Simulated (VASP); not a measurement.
# Gd (Gadolinium): structure and properties in VASP, part 11 of 11

What structure does Gd (Gadolinium) take at this level, and what are its properties? The start is a cell from a database of measured crystal structures.

VASP 6.6.1, plane waves and PAW; the level of theory is named at each step.

Still holding for the runs below: The magnetic order is the lowest of the few collinear ones that converged above; longer or canted patterns were not tried.

So far, moment of the cell, from the last line of the log (μB): step 2 (magnetic order: ferromagnetic) 15.7; step 8 (relaxing cell and atoms (PBEsol + U)) 15.6; step 12 (total and projected DOS (PBEsol + U)) 15.5. The relaxed cell has a = 3.581, c = 5.696 Å (conventional setting).

## Step 13: Zone-centre phonons (PBEsol + U)

Level of this step: PBEsol, DFT+U (Gd f 5 eV), spin-polarised from a ferromagnetic start; plane waves and PAW (Gd) (VASP).

Zone-centre modes test whether the atoms sit at a minimum within this cell. IBRION = 6 takes the force constants from differences of forces between displaced cells, so the forces must be tight.

INCAR reads:

```
SYSTEM = Gd
PREC = Accurate
ENCUT = 450
EDIFF = 1E-08
NELM = 150
ISMEAR = 1
SIGMA = 0.2
LREAL = .FALSE.
ALGO = Normal
GGA = PS
NBANDS = 34
ISPIN = 2
MAGMOM = 7.13 7.13
LDAU = .TRUE.
LDAUTYPE = 2
LDAUL = 3
LDAUU = 5
LDAUJ = 0
LDAUPRINT = 1
LASPH = .TRUE.
LMAXMIX = 6
AMIX = 0.2
BMIX = 1E-04
AMIX_MAG = 0.8
BMIX_MAG = 1E-04
LORBIT = 11
LWAVE = .FALSE.
LCHARG = .FALSE.
KPAR = 4
IBRION = 6
NFREE = 2
POTIM = 0.015
ISIF = 2
NSW = 1
```

POSCAR reads:

```
Gd
1.0
    3.5811254439      0.0000000000      0.0000000000
   -1.7905627220      3.1013456086      0.0000000000
    0.0000000000      0.0000000000      5.6956788021
Gd
2
Direct
    0.3333333333      0.6666666667      0.2500000000
    0.6666666667      0.3333333333      0.7500000000
```

KPOINTS reads:

```
Automatic mesh
0
Gamma
12 12 7
0 0 0
```

The projector-augmented-wave data sets are Gd (PBE family, release 64).

Command:

```console
$ mpirun -np 4 vasp_std
```

Output:

```text
[... set-up lines as in an earlier step ...]
 entering main loop
       N       E                     dE             d eps       ncg     rms          rms(c)
DAV:   1     0.250641445473E+03    0.25064E+03   -0.10819E+04 15112   0.470E+03
DAV:   2     0.391745852152E+02   -0.21147E+03   -0.18396E+03 14690   0.440E+02
DAV:   3    -0.556148897548E+01   -0.44736E+02   -0.43338E+02 16822   0.144E+02
DAV:   4    -0.128022745973E+02   -0.72408E+01   -0.71808E+01 20010   0.481E+01
DAV:   5    -0.135816029220E+02   -0.77933E+00   -0.77677E+00 19880   0.163E+01    0.558E+01
DAV:   6    -0.226931624296E+02   -0.91116E+01   -0.86568E+00 16720   0.900E+01    0.378E+01
DAV:   7    -0.234864377752E+02   -0.79328E+00   -0.19102E+00 18500   0.177E+01    0.456E+01
DAV:   8    -0.235077679093E+02   -0.21330E-01   -0.22992E-01 17042   0.248E+00    0.558E+01
DAV:   9    -0.235223697139E+02   -0.14602E-01   -0.57031E-02 16696   0.235E+00    0.339E+01
DAV:  10    -0.235343813183E+02   -0.12012E-01   -0.62077E-02 16582   0.168E+00    0.352E+00
DAV:  11    -0.235339969659E+02    0.38435E-03   -0.64484E-03 17904   0.724E-01    0.203E+00
DAV:  12    -0.235333145028E+02    0.68246E-03   -0.17240E-03 16720   0.461E-01    0.156E+00
DAV:  13    -0.235329616109E+02    0.35289E-03   -0.16590E-03 18956   0.309E-01    0.768E-01
DAV:  14    -0.235329703501E+02   -0.87392E-05   -0.25965E-04 19064   0.101E-01    0.254E-01
DAV:  15    -0.235329551116E+02    0.15238E-04   -0.75578E-05 14870   0.127E-01    0.119E-01
DAV:  16    -0.235329547805E+02    0.33114E-06   -0.10653E-05 19450   0.187E-02    0.106E-01
DAV:  17    -0.235329545420E+02    0.23853E-06   -0.82118E-07 19344   0.578E-03    0.417E-02
DAV:  18    -0.235329544987E+02    0.43274E-07   -0.13391E-07 17842   0.376E-03    0.146E-02
DAV:  19    -0.235329546709E+02   -0.17223E-06   -0.19738E-07 16218   0.544E-03    0.103E-02
DAV:  20    -0.235329546767E+02   -0.57635E-08   -0.13779E-08  9586   0.127E-03
   1 F= -.23532955E+02 E0= -.23534118E+02  d E =0.348886E-02  mag=    15.5193
 Found     2 degrees of freedom:
 Finite differences POTIM= 0.01500 DOF=   2
 bond charge predicted
       N       E                     dE             d eps       ncg     rms          rms(c)
DAV:   1    -0.234909836297E+02    0.41971E-01   -0.96362E-01 52482   0.839E+00    0.222E+00
DAV:   2    -0.235303451655E+02   -0.39362E-01   -0.60217E-02 68824   0.237E+00    0.541E-01
DAV:   3    -0.235326611402E+02   -0.23160E-02   -0.75094E-03 69112   0.603E-01    0.250E-01
DAV:   4    -0.235328407215E+02   -0.17958E-03   -0.18278E-03 75836   0.216E-01    0.226E-01
DAV:   5    -0.235328441777E+02   -0.34563E-05   -0.75922E-05 73652   0.573E-02    0.147E-01
DAV:   6    -0.235328352892E+02    0.88886E-05   -0.19554E-05 77024   0.428E-02    0.851E-02
DAV:   7    -0.235328233803E+02    0.11909E-04   -0.19050E-05 70390   0.484E-02    0.369E-02
DAV:   8    -0.235328218400E+02    0.15403E-05   -0.20435E-05 76204   0.315E-02    0.116E-02
DAV:   9    -0.235328220050E+02   -0.16496E-06   -0.44364E-06 76156   0.122E-02    0.127E-02
DAV:  10    -0.235328219813E+02    0.23735E-07   -0.55437E-07 75138   0.559E-03    0.929E-03
DAV:  11    -0.235328219693E+02    0.11963E-07   -0.15935E-07 60804   0.326E-03    0.364E-03
DAV:  12    -0.235328219693E+02    0.63665E-11   -0.77799E-08 51984   0.253E-03
   2 F= -.23532822E+02 E0= -.23533979E+02  d E =0.347154E-02  mag=    15.5192
[...]
3 F= -.23532822E+02 E0= -.23533979E+02  d E =0.347153E-02  mag=    15.5192
[...]
4 F= -.23532608E+02 E0= -.23533759E+02  d E =0.345335E-02  mag=    15.5193
 Finite differences progress:
  Degree of freedom:   2/  2
  Displacement:        1/  2
  Total:               3/  4
 bond charge predicted
       N       E                     dE             d eps       ncg     rms          rms(c)
DAV:   1    -0.233663151959E+02    0.16629E+00   -0.32695E+00 20926   0.176E+01    0.515E+00
DAV:   2    -0.235224477457E+02   -0.15613E+00   -0.24553E-01 26738   0.502E+00    0.119E+00
DAV:   3    -0.235319991693E+02   -0.95514E-02   -0.32691E-02 26516   0.125E+00    0.993E-01
DAV:   4    -0.235325969211E+02   -0.59775E-03   -0.63905E-03 29016   0.428E-01    0.852E-01
DAV:   5    -0.235326741633E+02   -0.77242E-04   -0.31465E-04 27674   0.120E-01    0.602E-01
DAV:   6    -0.235326584580E+02    0.15705E-04   -0.12487E-04 29062   0.113E-01    0.294E-01
DAV:   7    -0.235326212976E+02    0.37160E-04   -0.10109E-04 28122   0.110E-01    0.132E-01
DAV:   8    -0.235326060368E+02    0.15261E-04   -0.11073E-04 28906   0.953E-02    0.758E-02
DAV:   9    -0.235326083035E+02   -0.22667E-05   -0.45389E-05 29350   0.432E-02    0.568E-02
DAV:  10    -0.235326087235E+02   -0.42004E-06   -0.60260E-06 29446   0.155E-02    0.402E-02
DAV:  11    -0.235326083720E+02    0.35151E-06   -0.10513E-06 28542   0.713E-03    0.105E-02
DAV:  12    -0.235326082667E+02    0.10538E-06   -0.41386E-07 26494   0.363E-03    0.863E-03
DAV:  13    -0.235326082892E+02   -0.22548E-07   -0.10168E-07 19434   0.210E-03    0.495E-03
DAV:  14    -0.235326082917E+02   -0.24529E-08   -0.14048E-08 10600   0.172E-03
   5 F= -.23532608E+02 E0= -.23533759E+02  d E =0.345334E-02  mag=    15.5193
 Finite differences progress:
  Degree of freedom:   2/  2
  Displacement:        2/  2
  Total:               4/  4
```

The job ended after 15 min (4 MPI ranks of Intel Xeon Platinum 8259CL at 2.50GHz (Skylake/Cascade Lake), shared host; peak memory 4.9 GiB).

OUTCAR, selected parts (step 13):

```text
   k-points           NKPTS =     76   k-points in BZ     NKDIM =     76   number of bands    NBANDS=     34

   NELECT =      36.0000    total number of electrons

atom =   1  type =  1  l = 3

 onsite density matrix

spin component  1

  0.9902 -0.0000  0.0000 -0.0000  0.0000 -0.0000 -0.0000
 -0.0000  0.9894 -0.0000  0.0000 -0.0000  0.0000 -0.0000
  0.0000 -0.0000  0.9890 -0.0000 -0.0000 -0.0000 -0.0000
 -0.0000  0.0000 -0.0000  0.9901 -0.0000  0.0000  0.0000
  0.0000 -0.0000 -0.0000 -0.0000  0.9890  0.0000  0.0000
 -0.0000  0.0000 -0.0000  0.0000  0.0000  0.9894  0.0000
 -0.0000 -0.0000 -0.0000  0.0000  0.0000  0.0000  0.9889

spin component  2

  0.0010  0.0000  0.0000  0.0000  0.0000  0.0000 -0.0000
  0.0000  0.0014 -0.0000  0.0000 -0.0000  0.0000 -0.0000
  0.0000 -0.0000  0.0008 -0.0000 -0.0000 -0.0000  0.0000
  0.0000  0.0000 -0.0000  0.0007 -0.0000  0.0000 -0.0000
  0.0000 -0.0000 -0.0000 -0.0000  0.0008  0.0000  0.0000
  0.0000  0.0000 -0.0000  0.0000  0.0000  0.0014  0.0000
 -0.0000 -0.0000  0.0000 -0.0000  0.0000  0.0000  0.0006

 occupancies and eigenvectors

  o =  0.0006  v =  0.0000  0.0000  0.0000  0.0000  0.0000  0.0000  0.0000 -0.0000  0.0000  0.0000 -0.0000  0.0000  0.0000 -1.0000      0.0000  0.0000  0.0000  0.0000  0.0000  0.0000  0.0000  0.0000  0.0000  0.0000  0.0000  0.0000  0.0000  0.0000
  o =  0.0007  v =  0.0000  0.0000  0.0000  0.0000  0.0000  0.0000  0.0000 -0.0405 -0.0000  0.0000  0.9992 -0.0000 -0.0000  0.0000      0.0000  0.0000  0.0000  0.0000  0.0000  0.0000  0.0000  0.0000  0.0000  0.0000  0.0000  0.0000  0.0000  0.0000
  o =  0.0008  v =  0.0000  0.0000  0.0000  0.0000  0.0000  0.0000  0.0000  0.0000 -0.0144 -0.6689 -0.0000 -0.7431 -0.0130 -0.0000      0.0000  0.0000  0.0000  0.0000  0.0000  0.0000  0.0000  0.0000  0.0000  0.0000  0.0000  0.0000  0.0000  0.0000
  o =  0.0008  v =  0.0000  0.0000  0.0000  0.0000  0.0000  0.0000  0.0000 -0.0000 -0.0130  0.7431 -0.0000 -0.6689  0.0144  0.0000      0.0000  0.0000  0.0000  0.0000  0.0000  0.0000  0.0000  0.0000  0.0000  0.0000  0.0000  0.0000  0.0000  0.0000
  o =  0.0010  v =  0.0000  0.0000  0.0000  0.0000  0.0000  0.0000  0.0000 -0.9992  0.0000 -0.0000 -0.0405 -0.0000  0.0000  0.0000      0.0000  0.0000  0.0000  0.0000  0.0000  0.0000  0.0000  0.0000  0.0000  0.0000  0.0000  0.0000  0.0000  0.0000
  o =  0.0014  v =  0.0000  0.0000  0.0000  0.0000  0.0000  0.0000  0.0000 -0.0000 -0.7116 -0.0136 -0.0000  0.0138  0.7023 -0.0000      0.0000  0.0000  0.0000  0.0000  0.0000  0.0000  0.0000  0.0000  0.0000  0.0000  0.0000  0.0000  0.0000  0.0000
  o =  0.0014  v =  0.0000  0.0000  0.0000  0.0000  0.0000  0.0000  0.0000  0.0000  0.7023 -0.0138  0.0000 -0.0136  0.7116 -0.0000      0.0000  0.0000  0.0000  0.0000  0.0000  0.0000  0.0000  0.0000  0.0000  0.0000  0.0000  0.0000  0.0000  0.0000
  o =  0.9889  v = -0.0000  0.0000 -0.0000 -0.0000  0.0000 -0.0000 -1.0000  0.0000  0.0000  0.0000  0.0000  0.0000  0.0000  0.0000      0.0000  0.0000  0.0000  0.0000  0.0000  0.0000  0.0000  0.0000  0.0000  0.0000  0.0000  0.0000  0.0000  0.0000
  o =  0.9890  v = -0.0000  0.0174  0.4143 -0.0000  0.9099  0.0079  0.0000  0.0000  0.0000  0.0000  0.0000  0.0000  0.0000  0.0000      0.0000  0.0000  0.0000  0.0000  0.0000  0.0000  0.0000  0.0000  0.0000  0.0000  0.0000  0.0000  0.0000  0.0000
  o =  0.9890  v =  0.0000  0.0079 -0.9099  0.0000  0.4143 -0.0174  0.0000  0.0000  0.0000  0.0000  0.0000  0.0000  0.0000  0.0000      0.0000  0.0000  0.0000  0.0000  0.0000  0.0000  0.0000  0.0000  0.0000  0.0000  0.0000  0.0000  0.0000  0.0000
  o =  0.9894  v =  0.0000  0.7352  0.0130 -0.0000 -0.0141 -0.6776 -0.0000  0.0000  0.0000  0.0000  0.0000  0.0000  0.0000  0.0000      0.0000  0.0000  0.0000  0.0000  0.0000  0.0000  0.0000  0.0000  0.0000  0.0000  0.0000  0.0000  0.0000  0.0000
[...]
...
     20      -4.2773      1.00000
     21      -4.2525      1.00000
     22      -4.2473      1.00000
     23      -2.1309      1.00000
     24       0.4389      1.00000
     25       4.2330     -0.00000
     26       4.3292     -0.00000
     27       4.3292     -0.00000
     28       4.5158     -0.00000
     29       4.9889     -0.00000
    ...

 k-point     2 :       0.0833   -0.0000    0.0000
  band No.  band energies     occupation
    ...
     20      -4.2788      1.00000
     21      -4.2579      1.00000
     22      -4.2527      1.00000
     23      -1.9589      1.00000
     24       0.6065      1.00000
     25       3.9214     -0.00000
     26       3.9830     -0.00000
     27       4.4982     -0.00000
     28       4.7710     -0.00000
     29       4.8604     -0.00000
    ...

  Total       -0.0351086     -0.0351086      0.0951681      0.0000000     -0.0000000      0.0000000
  in kB       -0.8892199     -0.8892199      2.4103860      0.0000000     -0.0000000      0.0000000
  external PRESSURE =       0.2106487 kB  Pullay stress =       0.0000000 kB

 POSITION                                       TOTAL-FORCE (eV/Angst)
 -----------------------------------------------------------------------------------
     -0.00000      2.06756      1.40892        -0.000000      0.000000      0.047338
      1.79056      1.03378      4.27176         0.000000      0.000000     -0.047338
 -----------------------------------------------------------------------------------
    total drift:                               -0.000000      0.000000     -0.001267

  FREE ENERGIE OF THE ION-ELECTRON SYSTEM (eV)
  ---------------------------------------------------
  free  energy   TOTEN  =       -23.5326082917 eV

  energy  without entropy=      -23.5360616342  energy(sigma->0) =      -23.53375941

 Eigenvectors and eigenvalues of the dynamical matrix
 ----------------------------------------------------

   1 f  =    3.131911 THz    19.678379 2PiTHz  104.469316 cm-1    12.952539 meV
             X         Y         Z           dx          dy          dz
     -0.000000  2.067564  1.423920     0.000000    0.000000    0.707107
      1.790563  1.033782  4.271759     0.000000    0.000000   -0.707107

   2 f  =    1.919279 THz    12.059183 2PiTHz   64.020243 cm-1     7.937495 meV
             X         Y         Z           dx          dy          dz
     -0.000000  2.067564  1.423920     0.292089   -0.643959    0.000000
      1.790563  1.033782  4.271759    -0.292089    0.643959    0.000000

   3 f  =    1.919279 THz    12.059183 2PiTHz   64.020243 cm-1     7.937495 meV
             X         Y         Z           dx          dy          dz
     -0.000000  2.067564  1.423920     0.643959    0.292089   -0.000000
      1.790563  1.033782  4.271759    -0.643959   -0.292089    0.000000

   4 f  =    0.000000 THz     0.000000 2PiTHz    0.000001 cm-1     0.000000 meV
             X         Y         Z           dx          dy          dz
     -0.000000  2.067564  1.423920     0.225576    0.670161   -0.000000
      1.790563  1.033782  4.271759     0.225576    0.670161    0.000000

   5 f  =    0.000000 THz     0.000000 2PiTHz    0.000001 cm-1     0.000000 meV
             X         Y         Z           dx          dy          dz
     -0.000000  2.067564  1.423920    -0.670161    0.225576   -0.000000
      1.790563  1.033782  4.271759    -0.670161    0.225576    0.000000

   6 f  =    0.000000 THz     0.000000 2PiTHz    0.000000 cm-1     0.000000 meV
             X         Y         Z           dx          dy          dz
     -0.000000  2.067564  1.423920     0.000000    0.000000    0.707107
      1.790563  1.033782  4.271759     0.000000    0.000000    0.707107

 ELASTIC MODULI CONTR FROM IONIC RELAXATION (kBar)
 Direction    XX          YY          ZZ          XY          YZ          ZX
 --------------------------------------------------------------------------------
 XX         -44.0096     44.0096     -0.0000      0.0000      0.0000      0.0000
 YY          44.0096    -44.0096      0.0000      0.0000     -0.0000      0.0000
 ZZ          -0.0000      0.0000     -0.0000      0.0000      0.0000      0.0000
 XY           0.0000      0.0000      0.0000    -44.0096      0.0000      0.0000
 YZ           0.0000     -0.0000      0.0000      0.0000     -0.0000      0.0000
 ZX           0.0000      0.0000      0.0000      0.0000      0.0000      0.0000
 --------------------------------------------------------------------------------

 magnetization (x)
# of ion       s       p       d       f       tot
--------------------------------------------------
    1        0.005  -0.044   0.241   6.914   7.116
    2        0.005  -0.044   0.241   6.914   7.116
--------------------------------------------------
tot          0.010  -0.088   0.482  13.828  14.232

[... 7 parts as in an earlier step ...]

[... 14 further parts left out ...]
[key lines of the parts left out:]
E-fermi :   3.1050
```

CONTCAR:

```
Gd
   1.00000000000000
     3.5811254439000000    0.0000000000000000    0.0000000000000000
    -1.7905627220000000    3.1013456086000000    0.0000000000000000
     0.0000000000000000    0.0000000000000000    5.6956788020999998
  Gd
     2
Direct
     0.3333333332999970    0.6666666667000027    0.2473664245261742
     0.6666666667000030    0.3333333332999970    0.7500000000000000
```

The last energy, forces, stress and levels in OUTCAR belong to the last displaced cell, not to the cell of POSCAR. DFT+U on an f shell has many metastable occupations, and no search among them was made.

Numbers from this step:

```yaml
bands: 34
irreducible_k_points: 76
pressure_of_the_cell: 0.01077 GPa
largest_force_of_the_cell: 0 eV/Å
```

Modes at Γ:

```
mode  frequency (cm⁻¹)  symmetry
   1               0.0  acoustic
   2               0.0  acoustic
   3               0.0  acoustic
   4              64.0       E2g
   5              64.0       E2g
   6             104.5        Bg
```

Displacements in mode 4 (64.0 cm⁻¹), the largest set to 1:
```
Gd1  1.00  0.45  0.00
Gd2 -1.00 -0.45  0.00
```

Displacements in mode 6 (104.5 cm⁻¹), the largest set to 1:
```
Gd1  0.00  0.00  1.00
Gd2  0.00  0.00 -1.00
```

The three acoustic modes come out at zero, and all others are real. By the characters of their eigenvectors the optical modes sort into (cm⁻¹) Raman active: E2g 64; silent: Bg 104. B labels carry no number here, since it depends on the setting of the axes. With a centre of inversion no mode is active in both.

## Step 14: Self-consistent run (PBEsol + U), changed input

This run is made with a changed input; what comes of it follows.

Edit INCAR of step 13 so:

```diff
@@ -3,4 +3,4 @@
 ENCUT = 450
-EDIFF = 1E-08
-NELM = 150
+EDIFF = 1E-06
+NELM = 60
 ISMEAR = 1
@@ -21,3 +21,3 @@
 LMAXMIX = 6
-AMIX = 0.2
+AMIX = 1.5
 BMIX = 1E-04
@@ -29,6 +29,3 @@
 KPAR = 4
-IBRION = 6
-NFREE = 2
-POTIM = 0.015
 ISIF = 2
-NSW = 1
+IMIX = 1
```

POSCAR is that of step 13.

KPOINTS reads:

```
Automatic mesh
0
Gamma
7 7 4
0 0 0
```

Command:

```console
$ mpirun -np 4 vasp_std
```

Output:

```text
[... set-up lines as in an earlier step ...]
 entering main loop
       N       E                     dE             d eps       ncg     rms          rms(c)
DAV:   1     0.256486944542E+03    0.25649E+03   -0.10734E+04  4744   0.468E+03
DAV:   2     0.420266485637E+02   -0.21446E+03   -0.18546E+03  4644   0.440E+02
DAV:   3    -0.518182436029E+01   -0.47208E+02   -0.45641E+02  5322   0.148E+02
DAV:   4    -0.127811922217E+02   -0.75994E+01   -0.75368E+01  6316   0.487E+01
DAV:   5    -0.135743234462E+02   -0.79313E+00   -0.79051E+00  6266   0.167E+01    0.553E+01
DAV:   6    -0.819468395251E+02   -0.68373E+02   -0.28494E+02  3772   0.404E+02    0.538E+02
DAV:   7    -0.190082337868E+04   -0.18189E+04   -0.17153E+04  4224   0.834E+02    0.136E+03
DAV:   8    -0.875489959861E+04   -0.68541E+04   -0.92385E+04  4968   0.213E+03    0.292E+03
 -----------------------------------------------------------------------------
|                                                                             |
|     EEEEEEE  RRRRRR   RRRRRR   OOOOOOO  RRRRRR      ###     ###     ###     |
|     E        R     R  R     R  O     O  R     R     ###     ###     ###     |
|     E        R     R  R     R  O     O  R     R     ###     ###     ###     |
|     EEEEE    RRRRRR   RRRRRR   O     O  RRRRRR       #       #       #      |
|     E        R   R    R   R    O     O  R   R                               |
|     E        R    R   R    R   O     O  R    R      ###     ###     ###     |
|     EEEEEEE  R     R  R     R  OOOOOOO  R     R     ###     ###     ###     |
|                                                                             |
|     ERROR FEXCF: supplied exchange-correlation table                        |
|      is too small, maximal index : 3975                                     |
|                                                                             |
|       ---->  I REFUSE TO CONTINUE WITH THIS SICK JOB ... BYE!!! <----       |
|                                                                             |
 -----------------------------------------------------------------------------

1
1
1
1
```

It took 19 s on 4 MPI ranks.

The run ended with an error.

VASP's message: “ERROR FEXCF: supplied exchange-correlation table is too small, maximal index : 3975”. No number of this run is used.

The fault in the input: mixing far too strong (IMIX = 1, AMIX = 1.5 and BMIX = 0.0001). Lower AMIX to 0.4 or under and return to the default mixer.

## Step 15: Summary of results

| Item | Value |
| --- | --- |
| relaxed volume | 31.63 Å³/atom |
| relaxed conventional cell a, b, c | 3.581, 3.581, 5.696 Å; angles 90.0, 90.0, 120.0° |
| space group after relaxing, within 0.02 Å | P6_3/mmc (No. 194) |
| moment of the cell (11×11×6 mesh) | 15.5 μB |
| largest site moment (11×11×6 mesh) | 7.12 μB on Gd1 |
| band gap | none, a metal |
| DOS at the Fermi level | 1.50 states/eV/cell |
| highest zone-centre mode | 104 cm⁻¹ |

**Reading.** With PBEsol + U, Gd (Gadolinium) relaxes to 31.63 Å³/atom in space group P6_3/mmc, comes out as a metal and keeps moments of up to 7.12 μB (11×11×6 mesh). Against the listed cell the volume lies -4.5 % (a -1.5 %, c -1.5 %). Of 5 collinear starts at PBEsol + U, the lowest ends ferromagnetic. Band structure (PBEsol + U), spin up: Of the bands kept, 2 cross the Fermi level on this path. Band structure (PBEsol + U), spin down: Of the bands kept, 2 cross the Fermi level on this path. Zone-centre phonons (PBEsol + U): The highest mode in this list at Γ lies at 104.5 cm⁻¹. Spin-orbit coupling is left out, and with elements this heavy it would split and shift bands near the Fermi level. The k-sampling is coarse for a metal, so the Fermi level, moments, pressures and the shape of the cell carry errors. Only a few collinear orders were tried, on the cell as listed. Modes at Γ alone can't show that the crystal is stable at other wave vectors. No search among competing phases was made. All values are for a static lattice at zero temperature.

[Lines on the potential files, build, host, timing and source positions are cut from VASP's logs without a mark.]

[Logs are printed without paths, hosts, clocks, repeated set-up lines and the standing remarks that a program may print on its own settings, such as how far it seeks lower states.]

[Hosts, paths, dates, database ids (printed as entryN), source tags and the programs' standing remarks are cut or masked in the printed files.]

[A measured line is paired with the nearest computed mode of its activity, which favours agreement.]
